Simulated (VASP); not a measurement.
# ZnH8N4Cl2 in VASP: further runs, part 2 of 2

VASP 6.6.1. Earlier steps stand in the parts before.

## 3. Single point, PBE

Input file INCAR:

```
PREC     = Accurate       # precision mode
ENCUT    = 520            # plane-wave cutoff, eV
EDIFF    = 1E-6           # SCF threshold, eV
ISMEAR   = 1              # smearing method
SIGMA    = 0.15           # smearing width, eV
LREAL    = Auto         
LASPH    = T              # aspherical terms in the spheres
NELM     = 100            # most SCF steps
ALGO     = Normal         # electronic algorithm
ISIF     = 2              # what is computed and relaxed
LWAVE    = F              # write WAVECAR
LCHARG   = F              # write CHGCAR
GGA      = PE             # functional
NBANDS   = 40             # bands
```

Input file KPOINTS:

```
Automatic mesh
0
Gamma
  3 3 3
```

Input file POSCAR:

```
ZnH8N4Cl2
1.0
    5.4701520000     -0.3018890000      0.1775760000
    0.4627160000      5.9238510000     -0.0273890000
    1.3310500000     -0.6102750000      5.0283150000
H Cl N Zn
8 2 4 1
Direct
    0.0454864232      0.8985129112      0.4914075735
    0.8015454008      0.2197111297      0.2357416833
    0.7583677333      0.9190576420      0.9286447172
    0.4772786402      0.0222181190      0.1053421077
    0.5004363598      0.2250299710      0.3883213082
    0.2003756309      0.0791644563      0.3227483426
    0.3898152663      0.4603614685      0.5262263809
    0.3509397194      0.6917345177      0.3074390616
    0.7268410999      0.8509512289      0.3375117048
    0.0536436253      0.4732174022      0.3331857950
    0.4174345812      0.6951788894      0.9281311715
    0.0568036553      0.7015609093      0.7876119706
    0.6331675161      0.3530762919      0.6820843666
    0.5583843322      0.4155051280      0.1329882105
    0.0889216282      0.2138053495      0.7949491167
```

Potentials or basis: VASP PAW PBE potentials, release 64 (H, Cl, N, Zn).

The run is started by

```
$ cat potpaw_PBE.64/H/POTCAR potpaw_PBE.64/Cl/POTCAR potpaw_PBE.64/N/POTCAR potpaw_PBE.64/Zn/POTCAR > POTCAR
$ mpirun -np 1 vasp_std > vasp.out
```

OUTCAR:

```text
PREC = Accurate
   ENCUT = 520
   EDIFF = 1E-6
   ISMEAR = 1
   LREAL = Auto
   LASPH = T
   NELM = 100
   ISIF = 2
   GGA = PE

 ion  position               nearest neighbor table
   1  0.045  0.899  0.491-
   2  0.802  0.220  0.236-
   3  0.758  0.919  0.929-
   4  0.477  0.022  0.105-
   5  0.500  0.225  0.388-
   6  0.200  0.079  0.323-
   7  0.390  0.460  0.526-
   8  0.351  0.692  0.307-
   9  0.727  0.851  0.338-
  10  0.054  0.473  0.333-
  11  0.417  0.695  0.928-
  12  0.057  0.702  0.788-
  13  0.633  0.353  0.682-
  14  0.558  0.416  0.133-
  15  0.089  0.214  0.795-

  LATTYP: Found a triclinic cell.
 ALAT       =     5.9419581725
 B/A-ratio  =     1.3757813956
 C/A-ratio  =     1.7992168263
 COS(alpha) =     0.0004627801
[... 212 lines left out ...]
      4     -12.2117      2.00000
      5     -11.5493      2.00000
      6     -11.1127      2.00000
[... 577 lines left out ...]
     38       4.6564      0.00000
     39       6.4027      0.00000
 [bands above 39 left out]

------------------------ aborting loop because EDIFF is reached ----------------------------------------

  FORCE on cell =-STRESS in cart. coord.  units (eV):
  Direction    XX          YY          ZZ          XY          YZ          ZX
  --------------------------------------------------------------------------------------
  -------------------------------------------------------------------------------------
  Total      -15.8789764    -15.0313513    -17.8430320      2.4285326     -0.5478967     -0.1735212
  in kB     -156.9352774   -148.5580194   -176.3464533     24.0017001     -5.4149789     -1.7149471
  external PRESSURE =    -160.6132500 kB  Pullay stress =       0.0000000 kB

 VOLUME and BASIS-vectors are now :
 -----------------------------------------------------------------------------
  energy-cutoff  :      520.00
  volume of cell :      162.11
      direct lattice vectors                 reciprocal lattice vectors
     5.470152000 -0.301889000  0.177576000     0.183641286 -0.014577282 -0.050381069
     0.462716000  5.923851000 -0.027389000     0.008695417  0.168213653  0.018113931
     1.331050000 -0.610275000  5.028315000    -0.006437967  0.001431052  0.200751662

 POSITION                                       TOTAL-FORCE (eV/Angst)
 -----------------------------------------------------------------------------------
      1.31866      5.00903      2.45442         0.455353      0.516084     -0.003878
      4.80002      0.91569      1.32170        -0.701648      0.774023     -0.350359
      5.80972      4.64869      4.77901         0.237634     -1.061591      0.088270
      2.76128     -0.07676      0.61384        -0.659688     -0.446706      0.097424
      3.35846      0.94499      2.03530         0.490149      1.301496     -0.637692
      1.56231      0.21150      1.65629         0.492829     -1.069425      0.317218
      3.04580      2.28829      2.70264         1.180246     -0.893146      0.127491
      2.64899      3.80417      1.58927        -0.025723     -0.607847     -1.441938
      4.81892      4.61551      1.80288         0.175955      0.968419      0.468159
      0.95589      2.58374      1.67193        -0.186121     -1.049233      0.231128
      3.84049      3.42570      4.72202        -0.526547      0.133136      0.088833
      1.68370      3.65813      3.95123         1.114894      1.229534     -0.277470
      4.53479      1.48417      3.53250        -1.923116      1.436297      1.193599
      3.42372      2.21166      0.75648         0.276627     -1.412177      0.158821
      1.64346      0.75457      4.00719        -0.400847      0.181136     -0.059606
 -----------------------------------------------------------------------------------
    total drift:                                0.000407      0.000773      0.001649

  FREE ENERGIE OF THE ION-ELECTRON SYSTEM (eV)
  ---------------------------------------------------
  free  energy   TOTEN  =       -35.8948446800 eV

  energy  without entropy=      -35.8943506646  energy(sigma->0) =      -35.89468001
```

Run time: 88 s. Hardware: 1 thread of AMD EPYC 9R45 (Zen 5), shared host; peak memory 0.26 GiB.

What came out:

| Item | Value |
| --- | --- |
| Free energy | -35.8948 eV |
| Pressure | -16.1 GPa |
| Largest force | 2.681 eV/Å |
| Band gap on the k mesh | none (metal or under the smearing width) |

Forces on the atoms (eV/Å):
```
H    0.455  0.516 -0.004
H   -0.702  0.774 -0.350
H    0.238 -1.062  0.088
H   -0.660 -0.447  0.097
H    0.490  1.301 -0.638
H    0.493 -1.069  0.317
H    1.180 -0.893  0.127
H   -0.026 -0.608 -1.442
Cl   0.176  0.968  0.468
Cl  -0.186 -1.049  0.231
N   -0.527  0.133  0.089
N    1.115  1.230 -0.277
N   -1.923  1.436  1.194
N    0.277 -1.412  0.159
Zn  -0.401  0.181 -0.060
```

Caveat: the k mesh is coarse (spacing up to 0.42 Å⁻¹), so the values aren't converged; so large a pressure means that the cell lies far from this level's equilibrium, or that cutoff or potentials fall short.

## 4. Single point, PBE

Input file INCAR:

```
PREC = Accurate
ENCUT = 520
EDIFF = 1E-7
ISMEAR = 1
SIGMA = 0.15
LREAL = Auto
LASPH = True
NELM = 60
ALGO = Normal
ISIF = 2
LWAVE = False
LCHARG = True
GGA = PE
LELF = True
LVHAR = True
NBANDS = 40
```

KPOINTS is that of step 3.

Input file POSCAR:

```
ZnH8N4Cl2
1.0
    5.4701520000     -0.3018890000      0.1775760000
    0.4627160000      5.9238510000     -0.0273890000
    1.3310500000     -0.6102750000      5.0283150000
H Cl N Zn
8 2 4 1
Direct
    0.0390537322      0.9133034669      0.4954614942
    0.7952765188      0.2349490234      0.2257044349
    0.7592952404      0.8965882332      0.9436421631
    0.4621456841      0.0097219598      0.1057273247
    0.5209572714      0.2563880147      0.3660040596
    0.2174018725      0.0526591920      0.3345114472
    0.4188359482      0.4383375433      0.5249343795
    0.3565483465      0.6701803649      0.2700087685
    0.7272407430      0.8498767421      0.3387476266
    0.0545451685      0.4738327495      0.3327565780
    0.4172823086      0.6927579746      0.9264070817
    0.0612511693      0.7050076493      0.7869144469
    0.6297515023      0.3532360931      0.6867574984
    0.5566945127      0.4121758093      0.1288126337
    0.0876918499      0.2151866510      0.7955388195
```

The run is started by

```
$ cat potpaw_PBE.64/H/POTCAR potpaw_PBE.64/Cl/POTCAR potpaw_PBE.64/N/POTCAR potpaw_PBE.64/Zn/POTCAR > POTCAR
$ mpirun -np 1 vasp_std > vasp.out
```

Wall time 2 min (1 thread of AMD EPYC 9R45 (Zen 5), shared host); peak memory 0.26 GiB.

The run converged. Its results:

```
Free energy            : -37.9153 eV
Pressure               : -15.3 GPa
Largest force          : 3.128 eV/Å
Band gap on the k mesh : none (metal or under the smearing width)
```

Forces on the atoms (eV/Å):
```
H    0.724  0.680 -0.303
H   -0.853  0.916 -0.588
H    0.753 -1.345  0.099
H   -0.977 -0.614  0.450
H    0.232  1.571 -1.169
H    0.113 -1.080  0.055
H    1.642 -1.282  0.582
H   -0.160 -0.706 -2.248
Cl   0.127  1.168  0.263
Cl   0.000 -0.852  0.471
N   -0.595  0.552  0.405
N    0.726  1.157  0.198
N   -2.300  1.733  1.221
N    0.939 -2.105  0.610
Zn  -0.372  0.208 -0.045
```

Stress tensor (GPa, compression positive):
```
-14.74   2.78  -0.98
  2.78 -13.65  -0.29
 -0.98  -0.29 -17.57
```

Levels at points of the mesh, in eV from the Fermi level:
```csv
k point,band 23,band 24,band 25,band 26,band 27,band 28,band 29,band 30,band 31,band 32
"(0.00, 0.00, 0.00)",-1.23,-1.19,-0.64,-0.30,-0.13,0.26,0.45,1.23,1.29,1.42
```

Caveat: the k mesh is coarse (spacing up to 0.42 Å⁻¹), so the values aren't converged; so large a pressure means that the cell lies far from this level's equilibrium, or that cutoff or potentials fall short.

## 5. Molecular dynamics, PBE

Input file INCAR:

```
SYSTEM = ZnH8N4Cl2
  PREC = Accurate
  ENCUT = 520
  EDIFF = 1E-5
  ISMEAR = 1
  SIGMA = 0.15
  LREAL = Auto
  LASPH = .True.
  NELM = 100
  ALGO = Normal
  ISIF = 2
  LWAVE = .False.
  LCHARG = .False.
  GGA = PE
  NBANDS = 40
  IBRION = 0
  NSW = 30
  POTIM = 0.25
  TEBEG = 300.0
  TEEND = 300.0
  ISYM = 0
  NELMIN = 4
  RANDOM_SEED = 913328 0 0
  MDALGO = 1
  ANDERSEN_PROB = 0.0
```

Input file KPOINTS:

```
Automatic mesh
0
Gamma
  3 3 3
  0 0 0
```

Input file POSCAR:

```
ZnH8N4Cl2
1.0
    5.4701520000     -0.3018890000      0.1775760000
    0.4627160000      5.9238510000     -0.0273890000
    1.3310500000     -0.6102750000      5.0283150000
H Cl N Zn
8 2 4 1
Direct
    0.0719480000      0.8829030000      0.4849040000
    0.7923460000      0.2095880000      0.2453840000
    0.7654490000      0.9341610000      0.9012970000
    0.4878730000      0.0342260000      0.1072060000
    0.4769940000      0.1974840000      0.4129210000
    0.1839140000      0.1032100000      0.3107600000
    0.3690940000      0.4832810000      0.5306130000
    0.3532040000      0.7144110000      0.3349110000
    0.7259930000      0.8539760000      0.3355220000
    0.0516520000      0.4709990000      0.3342210000
    0.4165520000      0.7000680000      0.9317940000
    0.0506980000      0.6974120000      0.7879310000
    0.6344750000      0.3558310000      0.6759360000
    0.5623870000      0.4194030000      0.1416130000
    0.0911820000      0.2111140000      0.7937420000
```

The run is started by

```
$ cat potpaw_PBE.64/H/POTCAR potpaw_PBE.64/Cl/POTCAR potpaw_PBE.64/N/POTCAR potpaw_PBE.64/Zn/POTCAR > POTCAR
$ mpirun -np 1 vasp_std > vasp.out
```

Run time: 16 min. Hardware: 1 thread of AMD EPYC 9R45 (Zen 5), shared host; peak memory 0.36 GiB.

The path:
```csv
step,potential energy change (eV),largest force (eV/Å),pressure (GPa),volume (Å³),temperature (K)
1,0.0000,2.2685,-16.39,162.11,300
2,-0.0038,2.2762,-16.39,162.11,302
3,-0.0147,2.2843,-16.39,162.11,308
4,-0.0329,2.2953,-16.39,162.11,318
5,-0.0586,2.3086,-16.39,162.11,332
6,-0.0924,2.3234,-16.39,162.11,351
7,-0.1345,2.3411,-16.38,162.11,374
8,-0.1857,2.3612,-16.38,162.11,402
9,-0.2465,2.3842,-16.36,162.11,436
10,-0.3176,2.4099,-16.35,162.11,475
11,-0.3997,2.4387,-16.34,162.11,521
12,-0.4939,2.4704,-16.32,162.11,573
13,-0.6010,2.5055,-16.30,162.11,632
14,-0.7221,2.5438,-16.28,162.11,699
15,-0.8585,2.5855,-16.25,162.11,775
16,-1.0115,2.6307,-16.21,162.11,859
17,-1.1825,2.6795,-16.17,162.11,954
18,-1.3732,2.7321,-16.12,162.11,1059
19,-1.5853,2.8476,-16.06,162.11,1176
20,-1.8208,2.9976,-15.99,162.11,1307
21,-2.0817,3.1503,-15.91,162.11,1451
22,-2.3703,3.3049,-15.81,162.11,1610
23,-2.6887,3.4601,-15.70,162.11,1786
24,-3.0394,3.6129,-15.57,162.11,1980
25,-3.4246,3.7610,-15.41,162.11,2193
26,-3.8463,3.8980,-15.23,162.11,2426
27,-4.3057,4.0153,-15.01,162.11,2680
28,-4.8027,4.0973,-14.75,162.11,2955
29,-5.3347,4.1231,-14.42,162.11,3248
30,-5.8950,4.0590,-14.01,162.11,3558
```

Caveat: the k mesh is coarse (spacing up to 0.42 Å⁻¹), so the values aren't converged.
